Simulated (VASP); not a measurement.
# GaBiSe3 (Pm-3m) in VASP: notebook

The runs below take GaBiSe3 through relaxation of cell and atoms, with PBE.

Program: VASP 6.6.1. These are calculated values, not measurements. Logs are shortened: lines on timing, memory, paths and dates and some standing lists are left out, and cuts for length are marked.

### 1 The structure

Symmetry: Pm-3m, No. 221, cubic system. Conventional cell: a = 4.774 Å, b = 4.774 Å, c = 4.774 Å, α = 90.00°, β = 90.00°, γ = 90.00°. Ga (site symmetry m-3m) is surrounded by 6 Se at 2.39 Å. Bi (site symmetry m-3m) is surrounded by 12 Se at 3.38 Å. Se (site symmetry 4/mmm) is surrounded by 2 Ga at 2.39 Å.

The cell was built by a generator and needn't be a form met in nature.

### 2 Relaxation of cell and atoms, PBE

Input file INCAR:

```
PREC = Normal
ENCUT = 520
EDIFF = 1E-4
ISMEAR = 0
SIGMA = 0.15
LREAL = F
LASPH = T
NELM = 60
ALGO = Fast
ISIF = 3
LWAVE = F
LCHARG = F
GGA = PE
IBRION = 2
NSW = 24
EDIFFG = -0.08
```

Input file KPOINTS:

```
regular mesh
0
Gamma
  3 3 3
```

Input file POSCAR:

```
GaBiSe3
1.0
    4.7736101600      0.0000000000      0.0000000000
    0.0000000000      4.7736101600      0.0000000000
    0.0000000000      0.0000000000      4.7736101600
Ga Bi Se
1 1 3
Direct
    0.0000000000      0.0000000000      0.0000000000
    0.5000000000      0.5000000000      0.5000000000
    0.0000000000      0.0000000000      0.5000000000
    0.0000000000      0.5000000000      0.0000000000
    0.5000000000      0.0000000000      0.0000000000
```

Potentials or basis: VASP PAW PBE potentials, release 64 (Ga_d, Bi_d, Se).

Launch:

```bash
$ cat potpaw_PBE.64/Ga_d/POTCAR potpaw_PBE.64/Bi_d/POTCAR potpaw_PBE.64/Se/POTCAR > POTCAR
$ mpirun -np 1 vasp_std > vasp.out
```

OUTCAR:

```text
PREC = Normal
   ENCUT = 520
   EDIFF = 1E-4
   ISMEAR = 0
   LREAL = F
   LASPH = T
   NELM = 60
   ISIF = 3
   GGA = PE
   IBRION = 2
   NSW = 24
   EDIFFG = -0.08

 ion  position               nearest neighbor table
   1  0.000  0.000  0.000-   3 2.39   4 2.39   5 2.39   3 2.39   4 2.39   5 2.39
   2  0.500  0.500  0.500-
   3  0.000  0.000  0.500-   1 2.39   1 2.39
   4  0.000  0.500  0.000-   1 2.39   1 2.39
   5  0.500  0.000  0.000-   1 2.39   1 2.39

  LATTYP: Found a simple cubic cell.
 ALAT       =     4.7736101600

  Lattice vectors:

 A1 = (   4.7736101600,   0.0000000000,   0.0000000000)
 A2 = (   0.0000000000,   4.7736101600,   0.0000000000)
 A3 = (   0.0000000000,   0.0000000000,   4.7736101600)

Analysis of symmetry for initial positions (statically):
=====================================================================
 Subroutine PRICEL returns:
 Original cell was already a primitive cell.

 Routine SETGRP: Setting up the symmetry group for a
 simple cubic supercell.

 Subroutine GETGRP returns: Found 48 space group operations
 (whereof 48 operations were pure point group operations)
 out of a pool of 48 trial point group operations.

The static configuration has the point symmetry O_h .

Analysis of symmetry for dynamics (positions and initial velocities):
=====================================================================
 Subroutine PRICEL returns:
 Original cell was already a primitive cell.

 Routine SETGRP: Setting up the symmetry group for a
 simple cubic supercell.

 Subroutine GETGRP returns: Found 48 space group operations
 (whereof 48 operations were pure point group operations)
 out of a pool of 48 trial point group operations.

The dynamic configuration has the point symmetry O_h .

 Subroutine INISYM returns: Found 48 space group operations
 (whereof 48 operations are pure point group operations),
 and found     1 'primitive' translations

----------------------------------------------------------------------------------------

                                     Primitive cell

  volume of cell :     108.7779

  direct lattice vectors                    reciprocal lattice vectors
     4.773610160  0.000000000  0.000000000     0.209485058  0.000000000  0.000000000
     0.000000000  4.773610160  0.000000000     0.000000000  0.209485058  0.000000000
     0.000000000  0.000000000  4.773610160     0.000000000  0.000000000  0.209485058

  length of vectors
     4.773610160  4.773610160  4.773610160     0.209485058  0.209485058  0.209485058

  position of ions in fractional coordinates (direct lattice)
     0.000000000  0.000000000  0.000000000
     0.500000000  0.500000000  0.500000000
     0.000000000  0.000000000  0.500000000
     0.000000000  0.500000000  0.000000000
     0.500000000  0.000000000  0.000000000

  ion indices of the primitive-cell ions
   primitive index   ion index
                 1           1
                 2           2
                 3           3
                 4           4
                 5           5

----------------------------------------------------------------------------------------

 KPOINTS: regular mesh

Automatic generation of k-mesh.
 Grid dimensions read from file:
 generate k-points for:    3    3    3

 Generating k-lattice:

  Cartesian coordinates                     Fractional coordinates (reciprocal lattice)
     0.069828353  0.000000000  0.000000000     0.333333333  0.000000000  0.000000000
     0.000000000  0.069828353  0.000000000     0.000000000  0.333333333  0.000000000
     0.000000000  0.000000000  0.069828353     0.000000000  0.000000000  0.333333333

  Length of vectors
     0.069828353  0.069828353  0.069828353

  Shift w.r.t. Gamma in fractional coordinates (k-lattice)
     0.000000000  0.000000000  0.000000000

 Subroutine IBZKPT returns following result:
 ===========================================

 Found      4 irreducible k-points:

 Following reciprocal coordinates:
            Coordinates               Weight
  0.000000  0.000000  0.000000      1.000000
  0.333333  0.000000  0.000000      6.000000
  0.333333  0.333333  0.000000     12.000000
  0.333333  0.333333  0.333333      8.000000
   k-points           NKPTS =      4   k-points in BZ     NKDIM =      4   number of bands    NBANDS=     27
   number of dos      NEDOS =    301   number of ions     NIONS =      5
   total plane-waves  NPLWV =  21952
   dimension x,y,z NGX =    28 NGY =   28 NGZ =   28
   dimension x,y,z NGXF=    56 NGYF=   56 NGZF=   56
   ions per type =               1   1   3
   NGX,Y,Z   is equivalent  to a cutoff of   9.75,  9.75,  9.75 a.u.
   NGXF,Y,Z  is equivalent  to a cutoff of  19.50, 19.50, 19.50 a.u.
 SYSTEM =  unknown system
   PREC   = normal    normal or accurate (medium, high low for compatibility)
   ISTART =      0    job   : 0-new  1-cont  2-samecut
   ICHARG =      2    charge: 1-file 2-atom 10-const
   ISPIN  =      1    spin polarized calculation?
   LNONCOLLINEAR =      F non collinear calculations
   LSORBIT =      F    spin-orbit coupling
   LASPH  =      T    aspherical Exc in radial PAW
   ENCUT  =  520.0 eV  38.22 Ry    6.18 a.u.   8.88  8.88  8.88*2*pi/ulx,y,z
   NELM   =     60;   NELMIN=  2; NELMDL= -5     # of ELM steps
   EDIFF  = 0.1E-03   stopping-criterion for ELM
   LREAL  =      F    real-space projection
   EDIFFG = -.8E-01   stopping-criterion for IOM
   NSW    =     24    number of steps for IOM
   IBRION =      2    ionic relax: 0-MD 1-quasi-New 2-CG
   NFREE  =      1    steps in history (QN), initial steepest desc. (CG)
   ISIF   =      3    stress and relaxation
   ISYM   =      2    0-nonsym 1-usesym 2-fastsym
   POTIM  = 0.5000    time-step for ionic-motion
   TEBEG  =    0.0;   TEEND  =   0.0 temperature during run
   PSTRESS=    0.0 pullay stress
   NELECT =      46.0000    total number of electrons
   NUPDOWN=      -1.0000    fix difference up-down
   EMIN   =  10.00;   EMAX   =-10.00  energy-range for DOS
   EFERMI =   0.00;   METHOD = LEGACY
   ISMEAR =     0;   SIGMA  =   0.15  broadening in eV -4-tet -1-fermi 0-gaus
   EFERMI_NEDOS =   21; number of points for ismear=-14 and -15
   IALGO  =     68    algorithm
   IMIX   =      4    mixing-type and parameters
     AMIX     =   0.40;   BMIX     =  1.00
     AMIX_MAG =   1.60;   BMIX_MAG =  1.00
  volume/ion in A,a.u.               =      21.76       146.81
  Fermi-wavevector in a.u.,A,eV,Ry     =   1.228798  2.322091 20.544042  1.509945
  Thomas-Fermi vector in A             =   2.363710
   LORBIT       =      0    0 simple, 1 ext, 2 COOP (PROOUT), +10 PAW based schemes
   GGA     = PE    functional components
   LHFCALC =     F    Hartree Fock is set to
   AEXX    =    0.0000 exact exchange contribution
   IVDW    =     0    specifies the selected vdW correction
   LEPSILON=     F    determine dielectric tensor
   LRPA    =     F    only Hartree local field effects (RPA)
 conjugate gradient relaxation of ions
 non-spin polarized calculation
 RMM-DIIS sequential band-by-band and
 Gauss-broadening in eV      SIGMA  =   0.15
  energy-cutoff  :      520.00
  volume of cell :      108.78
 maximum number of plane-waves:      2947
   NGX = 17   NGY = 17   NGZ = 17

--------------------------------------- Ionic step        1  -------------------------------------------

 number of electron      46.0000056 magnetization

 Free energy of the ion-electron system (eV)
  ---------------------------------------------------
  ext. energy  EPLUGINS =         0.00000000
  ---------------------------------------------------
  free energy    TOTEN  =       -15.97010275 eV

  energy without entropy =      -15.88817025  energy(sigma->0) =      -15.92913650

 E-fermi :   6.2409     XC(G=0): -10.4918

 val. band max:        6.1874064935   @ k =   0.3333   0.3333   0.3333
 cond. band min:       6.3100931392   @ k =   0.3333   0.3333   0.0000
 fundamental gap:      0.1226866457
 Fermi energy:         6.2409353336

 k-point     1 :       0.0000    0.0000    0.0000
  band No.  band energies     occupation
      1     -17.7122      2.00000
      2     -17.7122      2.00000
      3     -17.7059      2.00000
      4     -17.7059      2.00000
      5     -17.7059      2.00000
      6      -9.4251      2.00000
[... 19 lines left out ...]
     26       9.0912      0.00000
     27       9.3688      0.00000
[... 149 lines left out ...]
 POSITION                                       TOTAL-FORCE (eV/Angst)
 -----------------------------------------------------------------------------------
      0.00000      0.00000      0.00000        -0.000000     -0.000000      0.000000
      2.56833      2.56833      2.56833         0.000000      0.000000      0.000000
     -0.00000      0.00000      2.56833        -0.000000     -0.000000      0.000000
      0.00000      2.56833      0.00000         0.000000     -0.000000      0.000000
      2.56833      0.00000     -0.00000        -0.000000     -0.000000      0.000000
 -----------------------------------------------------------------------------------
    total drift:                                0.000000      0.000000      0.000000

  FREE ENERGIE OF THE ION-ELECTRON SYSTEM (eV)
  ---------------------------------------------------
  free  energy   TOTEN  =       -16.4064537715 eV

  energy  without entropy=      -16.3095269810  energy(sigma->0) =      -16.35799038

--------------------------------------- Ionic step        3  -------------------------------------------

 number of electron      46.0000054 magnetization

 Free energy of the ion-electron system (eV)
  ---------------------------------------------------
  ext. energy  EPLUGINS =         0.00000000
  ---------------------------------------------------
  free energy    TOTEN  =       -16.51300143 eV

  energy without entropy =      -16.42357184  energy(sigma->0) =      -16.46828664

 E-fermi :   4.6222     XC(G=0):  -9.8085

 val. band max:        4.5833207854   @ k =   0.3333   0.3333   0.3333
 cond. band min:       4.7093347557   @ k =   0.3333   0.3333   0.0000
 fundamental gap:      0.1260139703
 Fermi energy:         4.6222144681

 k-point     1 :       0.0000    0.0000    0.0000
  band No.  band energies     occupation
      1     -19.3380      2.00000
      2     -19.3380      2.00000
      3     -19.3329      2.00000
      4     -19.3329      2.00000
      5     -19.3329      2.00000
      6     -10.7134      2.00000
[... 19 lines left out ...]
     26       6.7990      0.00000
     27       6.7990      0.00000
[... 101 lines left out ...]
 VOLUME and BASIS-vectors are now :
 -----------------------------------------------------------------------------
  energy-cutoff  :      520.00
  volume of cell :      125.94
      direct lattice vectors                 reciprocal lattice vectors
     5.012512256  0.000000000 -0.000000000     0.199500759 -0.000000000  0.000000000
     0.000000000  5.012512256  0.000000000    -0.000000000  0.199500759 -0.000000000
    -0.000000000  0.000000000  5.012512256     0.000000000 -0.000000000  0.199500759

 POSITION                                       TOTAL-FORCE (eV/Angst)
 -----------------------------------------------------------------------------------
      0.00000      0.00000      0.00000        -0.000000     -0.000000      0.000000
      2.50626      2.50626      2.50626         0.000000      0.000000      0.000000
     -0.00000      0.00000      2.50626        -0.000000     -0.000000      0.000000
      0.00000      2.50626      0.00000        -0.000000     -0.000000      0.000000
      2.50626      0.00000     -0.00000        -0.000000     -0.000000      0.000000
 -----------------------------------------------------------------------------------
    total drift:                                0.000000      0.000000      0.000000

  FREE ENERGIE OF THE ION-ELECTRON SYSTEM (eV)
  ---------------------------------------------------
  free  energy   TOTEN  =       -16.5130014331 eV

  energy  without entropy=      -16.4235718429  energy(sigma->0) =      -16.46828664

 reached required accuracy - stopping structural energy minimisation
```

Run time: 34 s. Hardware: 1 thread of Intel Xeon Platinum 8259CL at 2.50GHz (Skylake/Cascade Lake), shared host; peak memory 0.16 GiB.

Results:

| Quantity | Value |
| --- | --- |
| Free energy | -16.5130 eV |
| Relaxed volume | 25.19 Å³/atom |
| Relaxed cell | a = 5.013 Å, b = 5.013 Å, c = 5.013 Å, α = 90.00°, β = 90.00°, γ = 90.00° |
| Space group after relaxing (to 0.05 Å) | Pm-3m (No. 221) |
| Energy gained by relaxing | 108.6 meV/atom |
| Ionic steps | 3 |
| Pressure after relaxing | 0.0 GPa |
| Band gap on the k mesh | none (metal or under the smearing width) |

The path:
| step | energy change (eV) | largest force (eV/Å) | pressure (GPa) | volume (Å³) |
| --- | --- | --- | --- | --- |
| 1 | 0.0000 | 0.0000 | 11.61 | 108.78 |
| 2 | -0.4364 | 0.0000 | -3.03 | 135.53 |
| 3 | -0.5429 | 0.0000 | -0.01 | 125.94 |

Final structure:
```xyz
5
Lattice="5.0125 0.0000 0.0000 0.0000 5.0125 0.0000 0.0000 0.0000 5.0125" Properties=species:S:1:pos:R:3 pbc="T T T"
Ga    0.0000    0.0000    0.0000
Bi    2.5063    2.5063    2.5063
Se    0.0000    0.0000    2.5063
Se    0.0000    2.5063    0.0000
Se    2.5063    0.0000    0.0000
```

Caveat: the k mesh is coarse (spacing up to 0.44 Å⁻¹), so the values aren't converged; the volume moved by over 15 % at a fixed basis, so the end points are rough; spin-orbit coupling is left out, which moves the levels of the heavy elements; the relaxation stopped at a loose force limit of 0.08 eV/Å, so its end isn't a converged minimum.

[end of part 1 of 2]
